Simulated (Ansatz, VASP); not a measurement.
# MoS2 in two plane-wave programs, part 2 of 2

One calculation is typed for both programs; each brings its own data sets. How far apart do they land? Of the first pair: The structure shown is the start of the Ansatz relaxation below; VASP solves that cell, so the two are compared at the walk's first step.

VASP 6.6.1 and Ansatz 0.2.0.

So far: The structure; Ansatz: relaxation, LDA; VASP: single point, LDA, start cell, pair 1.

### Step 4. Side by side

Known differences besides the potentials themselves: the two LDA forms differ slightly; Ansatz cuts the interaction across the vacuum, VASP repeats the sheet with a dipole correction; the cutoff is 420 eV in Ansatz and 400 eV in VASP; VASP's log shows a relativistic correction to its local exchange, Ansatz's none. Total energies have different zeros and are not compared.

Forces (eV/Å; atoms numbered as in POSCAR):

```
atom        Ansatz x, y, z          VASP x, y, z
 Mo1   0.000, 0.000, 0.000   0.000, 0.000, 0.000
  S2   0.000, 0.000, 0.558   0.000, 0.000, 0.539
  S3  0.000, 0.000, -0.558  0.000, 0.000, -0.539
```

The forces differ by 8.8 meV/Å r.m.s., which is 3.5 % of the r.m.s. force of 0.254 eV/Å (both taken over all components). With vacuum in the cell, a pressure given here is an average over mostly empty space and none of the material.

### Step 5. Ansatz: relaxation, LDA

This run makes the geometry at which the two programs are then compared.

The structure compared here is the end of the Ansatz relaxation.

The input, input.yaml:

```yaml
crystal:
  lattice:
    - [3.1689999973, 0.0, 0.0]
    - [-1.5844999987, 2.7444345023, 0.0]
    - [0.0, 0.0, 19.130296]
  atoms:
    - { symbol: Mo, position: [0.0, 0.0, 0.5] }
    - { symbol: S, position: [0.6666666667, 0.3333333333, 0.41818485] }
    - { symbol: S, position: [0.6666666667, 0.3333333333, 0.58181515] }
  periodic: [true, true, false]
kpoints:
  mp_grid: { grid: [8, 8, 1] }
scf:
  occupations: { method: fermi_dirac, width: 0.05 }
hamiltonian:
  xc: lda
output:
  forces: true
  stress: true
relax:
  f_tol: 0.02
  max_steps: 50
  cell: {}
```

Command:

```
> ansatz run input.yaml --threads 1 --pin off --max-ram 5120MiB --backend cpu --events-out ev --progress --plain --runs-dir out
```

Numbers of over 12 decimals in the logs are rounded to 6 here.

Output:

```text
[...]
Crystal: 3 atoms, lattice volume = 261.440 Å³
Basis set: ecut = 420 eV, 5093 PW (Γ)
Bands: 17, of which v1, the nominal top of the filled ones, is band 13 counted from 1 (12 counted from 0)
Symmetry: 12 space group operations
[...]
k-points: 10 of 64 (time reversal used)
[...]
P = ½ c Tr σ = -0.0248 N/m
--- Relaxed structure (3 steps of the walk, 3 accepted, 1 SCFs on fresh bases) ---
[...]
cell:  # Å, volume = 253.4188 Å³
    - [3.120005, 2.842122815082091e-11, 0]
    - [-1.560003, 2.702004, 0]
    - [0, 0, 30.060592]
  atoms:
    - { symbol: Mo, position: [-4.1119371285046014e-17, 0, 0.318196] }
    - { symbol: S, position: [0.666667, 0.333333, 0.266524] }
    - { symbol: S, position: [0.666667, 0.333333, 0.369868] }
[key lines of the parts left out:]
SCF converged after 6 iterations
Free energy (F): -6584.777250 eV
Fermi energy:    -5.222066 eV
```

### Step 6. VASP: single point, LDA, relaxed cell, pair 2

The same cell, functional (in two slightly different forms), mesh and smearing now go to VASP, with its own data sets.

The input, INCAR:

```
SYSTEM = MoS2
PREC = Accurate
ENCUT = 400
EDIFF = 1E-06
NELM = 120
ISMEAR = -1
SIGMA = 0.05
LREAL = .FALSE.
ALGO = Normal
GGA = CA
NBANDS = 19
LASPH = .TRUE.
LORBIT = 11
LWAVE = .FALSE.
LCHARG = .FALSE.
ISIF = 2
LDIPOL = .TRUE.
IDIPOL = 3
DIPOL = 0.5 0.5 0.318
LVHAR = .TRUE.
GGA_COMPAT = .FALSE.
EFERMI = MIDGAP
NELMDL = -8
```

The input, POSCAR:

```
MoS2
1.0
    3.1200052340      0.0000000000      0.0000000000
   -1.5600026170      2.7020037926      0.0000000000
    0.0000000000      0.0000000000     30.0605921471
Mo S
1 2
Direct
    0.0000000000      0.0000000000      0.3181955949
    0.6666666667      0.3333333333      0.2665235239
    0.6666666667      0.3333333333      0.3698676658
```

The input, KPOINTS:

```
Automatic mesh
0
Gamma
8 8 1
0 0 0
```

The projector-augmented-wave data sets are Mo_sv and S (LDA family, release 64).

Command:

```
> mpirun -np 1 vasp_std
```

Output:

```text
[... set-up lines as in an earlier step ...]
 entering main loop
       N       E                     dE             d eps       ncg     rms          rms(c)
DAV:   1     0.137075319214E+03    0.13708E+03   -0.11714E+04   540   0.829E+02
DAV:   2    -0.145470025008E+02   -0.15162E+03   -0.14869E+03   542   0.210E+02
DAV:   3    -0.256436754610E+02   -0.11097E+02   -0.11045E+02   489   0.533E+01
DAV:   4    -0.258112818678E+02   -0.16761E+00   -0.16725E+00   530   0.729E+00
[...]
DAV:  24    -0.243648982644E+02   -0.27951E-05   -0.60995E-08   302   0.834E-04    0.344E-04
DAV:  25    -0.243649002050E+02   -0.19406E-05   -0.50776E-08   306   0.696E-04    0.915E-05
DAV:  26    -0.243649005550E+02   -0.34995E-06   -0.16436E-09   265   0.223E-04
   1 F= -.24364901E+02 E0= -.24364901E+02  d E =-.295762E-09
```

OUTCAR, selected parts (step 6):

```text
  Total       -0.0330034     -0.0330034     -0.0726549      0.0000000      0.0000000      0.0000000
  in kB       -0.2086559     -0.2086559     -0.4593426      0.0000000      0.0000000      0.0000000
  external PRESSURE =      -0.2922181 kB  Pullay stress =       0.0000000 kB

 POSITION                                       TOTAL-FORCE (eV/Angst)
 -----------------------------------------------------------------------------------
      0.00000      0.00000      9.56515        -0.000000     -0.000000     -0.000000
      1.56000      0.90067      8.01185         0.000000      0.000000     -0.007410
      1.56000      0.90067     11.11844         0.000000      0.000000      0.007410
 -----------------------------------------------------------------------------------
    total drift:                                0.000000     -0.000000      0.000089

  FREE ENERGIE OF THE ION-ELECTRON SYSTEM (eV)
  ---------------------------------------------------
  free  energy   TOTEN  =       -24.3649005550 eV

  energy  without entropy=      -24.3649005547  energy(sigma->0) =      -24.36490055

[... 1 part as in an earlier step ...]

[... 2 further parts left out ...]
[key lines of the parts left out:]
E-fermi :  -2.4894
```

### Step 7. Differences

Compared:

```
              quantity  Ansatz   VASP  difference
gap on the k mesh (eV)   2.155  2.168      -0.013
```

At this near-relaxed geometry the largest component of a force difference is 18 meV/Å. A gap on the mesh is an upper bound, since the band edges may lie between its points. With vacuum in the cell, a pressure given here is an average over mostly empty space and none of the material.

### Step 8. Outcome

* r.m.s. force difference (single point, LDA, start cell, pair 1): 3.5 % of the r.m.s. force
* difference in gap on the k mesh (single point, LDA, relaxed cell, pair 2): -0.013 eV
* r.m.s. force difference (single point, LDA, relaxed cell, pair 2): 8.3 meV/Å

In words: The r.m.s. force difference is 3.5 % of the r.m.s. force (single point, LDA, start cell, pair 1), beyond the 3 % picked in this series as the mark of a large difference. Such differences can come from data sets, numerical settings and the points named under the comparisons, not from the functional's error against experiment.

[Lines on the potential files, build, host, timing and source positions are cut from VASP's logs without a mark.]

[Logs are printed without paths, hosts, clocks, repeated set-up lines and the standing remarks that a program may print on its own settings, such as how far it seeks lower states.]

[Hosts, paths, dates, database ids (printed as entryN), source tags and the programs' standing remarks are cut or masked in the printed files.]
